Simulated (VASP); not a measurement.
```
CsBr
1.0
    4.32589     0.00000     0.00000
    0.00000     4.32589     0.00000
    0.00000     0.00000     4.32589
Cs Br
1 1
Cartesian
  0.00000   0.00000   0.00000
  2.16294   2.16294   2.16294
```

Level of theory: MS2 meta-GGA, VASP's PBE PAW potentials (set 64) (plane waves; VASP). Run with 520 eV cut-off, 7×7×7 Γ-centred mesh, tetrahedra with Blöchl corrections, potentials Cs_sv Br.

Unless said otherwise, spin-orbit coupling is left out, though it shifts the bands of the heavy elements here.

### Question
Predict the energy per atom (σ→0), band gap (over mesh and band path) with the smallest direct gap where there is one.

### Answer

```yaml
band gap (over mesh and band path): 5.20 eV
smallest direct gap (over mesh and band path): 5.21 eV
energy per atom (σ→0): -0.888 eV/atom
```

The absolute energy has meaning only against runs of the same code, potentials and settings.

The compound is CsBr in the CsCl type structure. It was relaxed first.
